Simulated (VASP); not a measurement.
# How biaxial strain in the (001) plane changes AlNi (Pm-3m)

Wanted: the elastic response of AlNi to biaxial strain in the (001) plane, with a fit that predicts a row left out.

Program: VASP 6.6.1. Level of theory: PBEsol, no spin polarisation; plane waves and PAW (Ni, Al); cell typed or built by script, in the first sound run; inputs show where later runs differ. Results are calculated unless marked as measured.

**1. The structure**

The structure is cubic, space group Pm-3m (No. 221). Conventional cell: a = 2.887 Å, b = 2.887 Å, c = 2.887 Å, α = 90.00°, β = 90.00°, γ = 90.00°. Nearest to Ni lie 8 Al at 2.50 Å. Nearest to Al lie 8 Ni at 2.50 Å. Farther neighbours are not listed.

Coordinates:

```cif
data_structure
_symmetry_space_group_name_H-M 'Pm-3m'
_symmetry_Int_Tables_number 221
_cell_length_a 2.8870
_cell_length_b 2.8870
_cell_length_c 2.8870
_cell_angle_alpha 90.000
_cell_angle_beta 90.000
_cell_angle_gamma 90.000
_cell_volume 24.06
loop_
_atom_site_label
_atom_site_type_symbol
_atom_site_symmetry_multiplicity
_atom_site_Wyckoff_symbol
_atom_site_fract_x
_atom_site_fract_y
_atom_site_fract_z
_atom_site_occupancy
Ni1 Ni 1 a 0.00000 0.00000 0.00000 1
Al1 Al 1 b 0.50000 0.50000 0.50000 1
```

**2. Relax the crystal, PBEsol**

The series starts from the cell that this level prefers, so that zero strain is near zero stress.

This step took 2 runs in a row; the last is shown.

Level: PBEsol, no spin polarisation; plane waves and PAW (Ni, Al); cell typed or built by script.

INCAR reads:

```
SYSTEM = AlNi
PREC = Accurate
ENCUT = 450
EDIFF = 1E-07
NELM = 120
ISMEAR = 1
SIGMA = 0.15
LREAL = .FALSE.
ALGO = Normal
GGA = PS
NBANDS = 12
LASPH = .TRUE.
LORBIT = 11
LWAVE = .FALSE.
LCHARG = .FALSE.
KPAR = 8
IBRION = 2
NSW = 40
ISIF = 3
EDIFFG = -0.005
POTIM = 0.4
```

POSCAR reads:

```
AlNi
1.0
    2.8626710627      0.0000000000      0.0000000000
    0.0000000000      2.8626710627      0.0000000000
    0.0000000000      0.0000000000      2.8626710627
Ni Al
1 1
Direct
    0.0000000000      0.0000000000      0.0000000000
    0.5000000000      0.5000000000      0.5000000000
```

KPOINTS reads:

```
Automatic mesh
0
Gamma
17 17 17
0 0 0
```

The projector-augmented-wave data sets are Ni and Al (PBE family, release 64).

On the command line:

```console
$ mpirun -np 8 vasp_std
```

Log:

```text
[banner, memory and clock lines left out]
running    8 mpi-ranks, on    1 nodes
[...]
|                                                                             |
|           W    W    AA    RRRRR   N    N  II  N    N   GGGG   !!!           |
|           W    W   A  A   R    R  NN   N  II  NN   N  G    G  !!!           |
|           W    W  A    A  R    R  N N  N  II  N N  N  G       !!!           |
|           W WW W  AAAAAA  RRRRR   N  N N  II  N  N N  G  GGG   !            |
|           WW  WW  A    A  R   R   N   NN  II  N   NN  G    G                |
|           W    W  A    A  R    R  N    N  II  N    N   GGGG   !!!           |
|                                                                             |
|     For optimal performance we recommend to set                             |
|       NCORE = 2 up to number-of-cores-per-socket                            |
|     NCORE specifies how many cores store one orbital (NPAR=cpu/NCORE).      |
|     This setting can greatly improve the performance of VASP for DFT.       |
[...]
|     You enforced a specific xc type in the INCAR file but a different       |
|     [... a line on the potential file left out ...]
|     I HOPE YOU KNOW WHAT YOU ARE DOING!                                     |
|                                                                             |

 LDA part: xc-table for (Slater+PW92), standard interpolation
 POSCAR, INCAR and KPOINTS ok, starting setup
[...]
entering main loop
       N       E                     dE             d eps       ncg     rms          rms(c)
DAV:   1     0.360746462891E+02    0.36075E+02   -0.51243E+03  4056   0.102E+03
DAV:   2    -0.118390424803E+02   -0.47914E+02   -0.44430E+02  4060   0.183E+02
DAV:   3    -0.132063159234E+02   -0.13673E+01   -0.13505E+01  4784   0.368E+01
DAV:   4    -0.132256696191E+02   -0.19354E-01   -0.19347E-01  4468   0.395E+00
[...]
DAV:  12    -0.115859556354E+02    0.11136E-05   -0.38041E-06  5168   0.320E-02    0.358E-03
DAV:  13    -0.115859552586E+02    0.37679E-06   -0.13068E-07  2884   0.330E-03    0.179E-03
DAV:  14    -0.115859552622E+02   -0.35463E-08   -0.58600E-08  2408   0.206E-03
   1 F= -.11585955E+02 E0= -.11585940E+02  d E =-.115860E+02
[...]
reached required accuracy - stopping structural energy minimisation
```

Elapsed: 7.6 s, on 8 MPI ranks of Intel Xeon Platinum 8259CL at 2.50GHz (Skylake/Cascade Lake), shared host; peak memory 1.2 GiB; 38 s of CPU time.

The logs omit lines about the potential files and the build; timing stands in the text.

Parts of OUTCAR (step 2):

```text
  Total       -0.0053875     -0.0053875     -0.0053875     -0.0000000     -0.0000000      0.0000000
  in kB       -0.3679482     -0.3679482     -0.3679482     -0.0000000     -0.0000000      0.0000000
  external PRESSURE =      -0.3679482 kB  Pullay stress =       0.0000000 kB

 POSITION                                       TOTAL-FORCE (eV/Angst)
 -----------------------------------------------------------------------------------
      0.00000      0.00000      0.00000         0.000000      0.000000      0.000000
      1.43134      1.43134      1.43134         0.000000      0.000000      0.000000
 -----------------------------------------------------------------------------------
    total drift:                                0.000000      0.000000      0.000000

  FREE ENERGIE OF THE ION-ELECTRON SYSTEM (eV)
  ---------------------------------------------------
  free  energy   TOTEN  =       -11.5859552622 eV

  energy  without entropy=      -11.5859090003  energy(sigma->0) =      -11.58593984

 reached required accuracy - stopping structural energy minimisation

[... 3 further parts left out ...]
[key lines of the parts left out:]
E-fermi :  10.1375
```

Read from the output:

* energy(sigma→0) of the program: -11.5859 eV
* stress, compression positive: xx, yy, zz -0.04, -0.04, -0.04 GPa
* volume: 23.459 Å³
* ionic steps: 1

**3. Strain along the normal, PBEsol**

One member in full: the plane is strained by -1 %, and the strain along the normal is moved by secant steps until the normal stress is under 0.012 GPa or five steps are spent; the atoms relax at each step.

This step took 3 runs, each at a new trial strain with the atoms of the one before; the last is shown.

Level: PBEsol, no spin polarisation; plane waves and PAW (Ni, Al); cell typed or built by script.

Changes to INCAR since step 2:

```diff
@@ -15,7 +15,7 @@
 LCHARG = .FALSE.
-KPAR = 8
-IBRION = 2
-NSW = 40
-ISIF = 3
-EDIFFG = -0.005
-POTIM = 0.4
+KPAR = 2
+IBRION = 1
+NSW = 25
+ISIF = 2
+EDIFFG = -0.004
+POTIM = 0.3
```

POSCAR reads:

```
AlNi
1.0
    2.8340443520      0.0000000000      0.0000000000
    0.0000000000      2.8340443520      0.0000000000
    0.0000000000      0.0000000000      2.9004305190
Ni Al
1 1
Direct
    0.0000000000      0.0000000000      0.0000000000
    0.5000000000      0.5000000000      0.5000000000
```

KPOINTS is that of step 2.

On the command line:

```console
$ mpirun -np 2 vasp_std
```

Log:

```text
[banner, memory and clock lines left out]
running    2 mpi-ranks, on    1 nodes
[...]
[... a notice as in an earlier step ...]

 LDA part: xc-table for (Slater+PW92), standard interpolation
 POSCAR, INCAR and KPOINTS ok, starting setup
[...]
entering main loop
       N       E                     dE             d eps       ncg     rms          rms(c)
DAV:   1     0.376641642011E+02    0.37664E+02   -0.51511E+03  9924   0.103E+03
DAV:   2    -0.117911672863E+02   -0.49455E+02   -0.45619E+02 10016   0.185E+02
DAV:   3    -0.132140815241E+02   -0.14229E+01   -0.14080E+01 11872   0.377E+01
DAV:   4    -0.132337918891E+02   -0.19710E-01   -0.19703E-01 10900   0.400E+00
[...]
DAV:  12    -0.115832635711E+02    0.10786E-05   -0.35291E-06 12840   0.304E-02    0.364E-03
DAV:  13    -0.115832631846E+02    0.38650E-06   -0.14617E-07  7288   0.387E-03    0.158E-03
DAV:  14    -0.115832631848E+02   -0.22646E-09   -0.47757E-08  5760   0.189E-03
   1 F= -.11583263E+02 E0= -.11583274E+02  d E =-.115833E+02
 BRION: g(F)=  0.000E+00 g(S)=  0.000E+00
 reached required accuracy - stopping structural energy minimisation
```

Run time: 35 s. Hardware: 2 MPI ranks; peak memory 0.4 GiB.

Parts of OUTCAR (step 3):

```text
  Total        0.2642919      0.2642919      0.0009680      0.0000000      0.0000000      0.0000000
  in kB       18.1768549     18.1768549      0.0665750      0.0000000      0.0000000      0.0000000
  external PRESSURE =      12.1400949 kB  Pullay stress =       0.0000000 kB

 POSITION                                       TOTAL-FORCE (eV/Angst)
 -----------------------------------------------------------------------------------
      0.00000      0.00000      0.00000         0.000000      0.000000      0.000000
      1.41702      1.41702      1.45022         0.000000      0.000000      0.000000
 -----------------------------------------------------------------------------------
    total drift:                                0.000000      0.000000      0.000000

  FREE ENERGIE OF THE ION-ELECTRON SYSTEM (eV)
  ---------------------------------------------------
  free  energy   TOTEN  =       -11.5832631848 eV

  energy  without entropy=      -11.5832953678  energy(sigma->0) =      -11.58327391

[... 1 part as in an earlier step ...]

[... 3 further parts left out ...]
[key lines of the parts left out:]
E-fermi :  10.2401
```

This run gave:

```
energy(sigma→0) of the program : -11.5833 eV
stress, compression positive   : xx, yy, zz 1.82, 1.82, 0.01 GPa
ionic steps                    : 1
```

**4. All members**

The other members went through these steps as far as the tables show, with the same cutoff and, step by step, the same mesh; 30 runs are not shown. The session took 0.66 core hours (wall time by ranks) on a shared machine.

| in-plane strain (%) | strain along the normal (%) | in-plane stress, tension positive (GPa) | energy above the unstrained row, extrapolated to no smearing (meV/atom) |
| --- | --- | --- | --- |
| -2.000 | 2.887 | -3.284 | 5.247 |
| -1.500 | 2.064 | -2.625 | 3.034 |
| -1.000 | 1.319 | -1.818 | 1.332 |
| -0.500 | 0.652 | ? | ? |
| 0 | -0.013 | 0.017 | 0.000 |
| 0.500 | -0.685 | 0.846 | 0.268 |
| 1.000 | -1.326 | 1.707 | 1.119 |
| 1.500 | -1.913 | 2.649 | 2.609 |
| 2.000 | -2.440 | 3.679 | 4.821 |

**5. A fit to the known rows**

Fitting a parabola to the 8 known rows (e: strain in %) gives stress = 0.05711 e² + 1.750 e − 0.06838 in GPa; the residuals are 0.051 GPa r.m.s.

At e = -0.5 this predicts -0.929 GPa.

**6. Prediction against calculation**

The calculation gives -0.875 GPa, so the prediction is 0.054 GPa too low, within twice the residual of the fit.

Slopes at zero strain, from cubics through all rows: strain ratio -1.323, stress over strain 176 GPa.

**7. Results**

```yaml
error_of_the_predicted_stress: -0.054 GPa
ratio_of_normal_to_in_plane_strain: -1.323
biaxial_modulus: 176 GPa
```

In words: As a check, the curvature of the energy gives 170 GPa for the same modulus (energy per volume = M × strain²), 3 % from the slope of the stress; these energies are extrapolated to no smearing, while the stress belongs to the free energy, so part of the difference may come from that. These are static values: temperature and zero-point motion are left out. In a metal the slopes also depend on mesh and smearing, which were held through the series.

[Lines on the potential files, build, host, timing and source positions are cut from VASP's logs without a mark.]

[Logs are printed without paths, hosts, clocks, repeated set-up lines and the standing remarks that a program may print on its own settings, such as how far it seeks lower states.]

[Hosts, paths, dates, database ids (printed as entryN), source tags and the programs' standing remarks are cut or masked in the printed files.]

[In band tables of VASP the shares of atoms and orbitals are scaled to a sum of 1 inside the atoms' spheres.]
